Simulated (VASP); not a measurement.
# BaZnPF: phonons from a supercell, part 4 of 4

Aim: the phonon dispersion and thermal properties of BaZnPF. The start is a cell from a database of measured crystal structures.

VASP 6.6.1; LDA; plane waves and PAW (Ba_sv, Zn, P, F).

So far. Step 3 (Relax the host again, on a new basis): The start already met the threshold, so nothing moved. Step 4 (Tight relaxation): The run ended after 5 ionic steps, 0.000 eV below its first step, once forces and stress met EDIFFG = -0.002.

## 6. Force constants in the supercell

System of this step: BaZnPF. The cell holds 48 atoms: 12 Ba, 12 Zn, 12 P and 12 F. Its edges and angles: a = 9.086 Å, b = 12.190 Å, c = 9.292 Å, α = 90.0°, β = 90.0°, γ = 63.4°. It derives from BaZnPF.

Each independent atom is moved by 0.015 Å both ways; the forces give the force constants out to half the supercell.

Contents of INCAR:

```
SYSTEM = BaZnPF
PREC = Accurate
ENCUT = 480
EDIFF = 1E-07
NELM = 120
ISMEAR = 0
SIGMA = 0.05
LREAL = Auto
ALGO = Fast
GGA = CA
NBANDS = 240
LWAVE = .FALSE.
LCHARG = .FALSE.
KPAR = 4
LASPH = .TRUE.
IBRION = 6
NSW = 1
NFREE = 2
POTIM = 0.015
ISIF = 0
ADDGRID = .TRUE.
```

Contents of POSCAR:

```
BaZnPF
1.0
    8.1267524032      4.0633762016      0.0000000000
    0.0000000000     12.1901286048      0.0000000000
    0.0000000000      0.0000000000      9.2920739892
Ba Zn P F
12 12 12 12
Direct
    0.0000000000      0.1666666667      0.6709284882
    0.0000000000      0.5000000000      0.6709284882
    0.0000000000      0.8333333333      0.6709284882
    0.5000000000      0.3333333333      0.6709284882
    0.5000000000      0.6666666667      0.6709284882
    0.5000000000      0.0000000000      0.6709284882
    0.2500000000      0.9166666667      0.3290715118
    0.2500000000      0.2500000000      0.3290715118
    0.2500000000      0.5833333333      0.3290715118
    0.7500000000      0.0833333333      0.3290715118
    0.7500000000      0.4166666667      0.3290715118
    0.7500000000      0.7500000000      0.3290715118
    0.0000000000      0.0000000000      0.0000000000
    0.0000000000      0.3333333333      0.0000000000
    0.0000000000      0.6666666667      0.0000000000
    0.5000000000      0.1666666667      0.0000000000
    0.5000000000      0.5000000000      0.0000000000
    0.5000000000      0.8333333333      0.0000000000
    0.2500000000      0.0833333333      0.0000000000
    0.2500000000      0.4166666667      0.0000000000
    0.2500000000      0.7500000000      0.0000000000
    0.7500000000      0.2500000000      0.0000000000
    0.7500000000      0.5833333333      0.0000000000
    0.7500000000      0.9166666667      0.0000000000
    0.2500000000      0.9166666667      0.8509649393
    0.2500000000      0.2500000000      0.8509649393
    0.2500000000      0.5833333333      0.8509649393
    0.7500000000      0.0833333333      0.8509649393
    0.7500000000      0.4166666667      0.8509649393
    0.7500000000      0.7500000000      0.8509649393
    0.0000000000      0.1666666667      0.1490350607
    0.0000000000      0.5000000000      0.1490350607
    0.0000000000      0.8333333333      0.1490350607
    0.5000000000      0.3333333333      0.1490350607
    0.5000000000      0.6666666667      0.1490350607
    0.5000000000      0.0000000000      0.1490350607
    0.0000000000      0.0000000000      0.5000000000
    0.0000000000      0.3333333333      0.5000000000
    0.0000000000      0.6666666667      0.5000000000
    0.5000000000      0.1666666667      0.5000000000
    0.5000000000      0.5000000000      0.5000000000
    0.5000000000      0.8333333333      0.5000000000
    0.2500000000      0.0833333333      0.5000000000
    0.2500000000      0.4166666667      0.5000000000
    0.2500000000      0.7500000000      0.5000000000
    0.7500000000      0.2500000000      0.5000000000
    0.7500000000      0.5833333333      0.5000000000
    0.7500000000      0.9166666667      0.5000000000
```

Contents of KPOINTS:

```
Automatic mesh
0
Gamma
2 2 2
0 0 0
```

Potentials, in the order of the species: Ba_sv, Zn, P and F (LDA family, release 64).

On the command line:

```sh
$ mpirun -np 4 vasp_std
```

The program printed:

```text
[banner, memory and clock lines left out]
running    4 mpi-ranks, on    1 nodes
[...]
LDA part: xc-table for (Slater(with rela. corr.)+CA(PZ))
 , standard interpolation
 POSCAR, INCAR and KPOINTS ok, starting setup
[...]
entering main loop
       N       E                     dE             d eps       ncg     rms          rms(c)
DAV:   1     0.457457331971E+04    0.45746E+04   -0.16973E+05  3840   0.174E+03
DAV:   2     0.609676626999E+03   -0.39649E+04   -0.38030E+04  3976   0.465E+02
DAV:   3    -0.188137102709E+03   -0.79781E+03   -0.77202E+03  4128   0.207E+02
DAV:   4    -0.258382088452E+03   -0.70245E+02   -0.69638E+02  4584   0.620E+01
[...]
RMM:  13    -0.241748785749E+03   -0.12998E-02   -0.13951E-02  6651   0.157E-01    0.756E-02
RMM:  14    -0.241749634333E+03   -0.84858E-03   -0.10161E-02  6589   0.107E-01    0.387E-02
RMM:  15    -0.241749974447E+03   -0.34011E-03   -0.38192E-03  6790   0.696E-02    0.156E-02
WARNING in EDDRMM: call to ZHEGV failed, returncode =   6  3     68
RMM:  16    -0.241750226937E+03   -0.25249E-03   -0.26131E-03  6744   0.485E-02    0.286E-02
RMM:  17    -0.241750308010E+03   -0.81073E-04   -0.11136E-03  6270   0.438E-02    0.237E-02
WARNING in EDDRMM: call to ZHEGV failed, returncode =   6  3    121
RMM:  18    -0.241750369063E+03   -0.61053E-04   -0.82895E-04  6289   0.306E-02    0.170E-02
WARNING in EDDRMM: call to ZHEGV failed, returncode =   8  4     70
WARNING in EDDRMM: call to ZHEGV failed, returncode =   6  3     79
 num prob WARNING in EDDRMM: call to ZHEGV failed, returncode =   6  3    129
 num prob WARNING in EDDRMM: call to ZHEGV failed, returncode =   8  4    175
 num prob  num prob RMM:  19    -0.241750404739E+03   -0.35676E-04   -0.37776E-04  6625   0.196E-02    0.148E-02
WARNING in EDDRMM: call to ZHEGV failed, returncode =   6  3     69
 num prob  num prob  num prob  num prob  num prob  num prob  num prob  num prob WARNING in EDDRMM: call to ZHEGV failed, returncode =   6  3     81
 num prob  num prob  num prob  num prob  num prob  num prob RMM:  20    -0.241750426459E+03   -0.21721E-04   -0.21575E-04  6203   0.135E-02    0.201E-02
 num prob  num prob  num prob  num prob  num prob  num prob  num prob  num prob  num prob  num prob  num prob  num prob  num prob  num prob WARNING in EDDRMM: call to ZHEGV failed, returncode =   6  3    101
 num prob  num prob  num prob  num prob  num prob  num prob  num prob  num prob  num prob  num prob WARNING in EDDRMM: call to ZHEGV failed, returncode =   6  3    128
 num prob  num prob  num prob  num prob  num prob  num prob  num prob  num prob  num prob  num prob  num prob  num prob  num prob WARNING in EDDRMM: call to ZHEGV failed, returncode =   8  4     74
 num prob WARNING in EDDRMM: call to ZHEGV failed, returncode =   6  3     86
[...]
17 F= -.24174970E+03 E0= -.24174969E+03  d E =-.101031E-04
[...]
WARNING in EDDRMM: call to ZHEGV failed, returncode =   6  3    188
[...]
num prob  num prob  num prob WARNING in EDDRMM: call to ZHEGV failed, returncode =   8  4    190
 num prob  num prob  num prob  num prob  num prob  num prob  num prob  num prob  num prob  num prob  num prob  num prob  num prob  num prob  num prob  num prob WARNING in EDDRMM: call to ZHEGV failed, returncode =   8  4    190
  19 F= -.24174971E+03 E0= -.24174970E+03  d E =-.906604E-05
[...]
num prob  num prob  num prob  num prob  num prob  num prob  num prob  num prob  num prob  num prob  num prob  num prob  num prob  num prob WARNING in EDDRMM: call to ZHEGV failed, returncode =   6  3    196
  21 F= -.24174990E+03 E0= -.24174990E+03  d E =-.101859E-04
[...]
num prob WARNING in EDDRMM: call to ZHEGV failed, returncode =   8  4    182
[...]
num prob  num prob  num prob  num prob  num prob  num prob  num prob  num prob WARNING in EDDRMM: call to ZHEGV failed, returncode =   8  4    196
 num prob  num prob  num prob  num prob  num prob  num prob  num prob  num prob  num prob  num prob  num prob  num prob WARNING in EDDRMM: call to ZHEGV failed, returncode =   6  3    194
[...]
num prob WARNING in EDDRMM: call to ZHEGV failed, returncode =   8  4    171
 num prob  num prob  num prob  num prob  num prob  num prob  num prob  num prob WARNING in EDDRMM: call to ZHEGV failed, returncode =   6  3    184
[...]
num prob  num prob  num prob  num prob  num prob  num prob  num prob  num prob  num prob WARNING in EDDRMM: call to ZHEGV failed, returncode =   6  3    192
  23 F= -.24174991E+03 E0= -.24174990E+03  d E =-.101861E-04
  24 F= -.24174995E+03 E0= -.24174995E+03  d E =-.101869E-04
 Finite differences progress:
  Degree of freedom:  12/ 12
  Displacement:        1/  2
  Total:              23/ 24
[...]
N       E                     dE             d eps       ncg     rms          rms(c)
DAV:   1    -0.241742327430E+03    0.76230E-02   -0.68148E+00  3856   0.401E+00    0.223E-01
 hard stop encountered!  aborting job ...
|                                                                             |
|           W    W    AA    RRRRR   N    N  II  N    N   GGGG   !!!           |
|           W    W   A  A   R    R  NN   N  II  NN   N  G    G  !!!           |
|           W    W  A    A  R    R  N N  N  II  N N  N  G       !!!           |
|           W WW W  AAAAAA  RRRRR   N  N N  II  N  N N  G  GGG   !            |
|           WW  WW  A    A  R   R   N   NN  II  N   NN  G    G                |
|           W    W  A    A  R    R  N    N  II  N    N   GGGG   !!!           |
|                                                                             |
|     The electronic self-consistency was not achieved in the given           |
|     number of steps (NELM). The forces and other quantities evaluated       |
|     might not be reliable so examine the results carefully. If you find     |
|     spurious results, we suggest increasing NELM, if you were close to      |
|     convergence or switching to a different ALGO or adjusting the           |
|     density mixing parameters otherwise.                                    |
|                                                                             |

 soft stop encountered!  aborting job ...
```

It took 3 h on 4 MPI ranks of Intel Xeon 6975P-C (Granite Rapids), shared host.

The run was stopped at its time limit, so it gives no result of its own.

## 7. What came out

| Quantity | Value |
| --- | --- |
| result | none |

The session ends without its result: «force constants in the supercell» met its time limit.

[Lines on the potential files, build, host, timing and source positions are cut from VASP's logs without a mark.]

[Logs are printed without paths, hosts, clocks, repeated set-up lines and the standing remarks that a program may print on its own settings, such as how far it seeks lower states.]

[Hosts, paths, dates, database ids (printed as entryN), source tags and the programs' standing remarks are cut or masked in the printed files.]

[Runs that stopped without an error message from VASP are left out.]
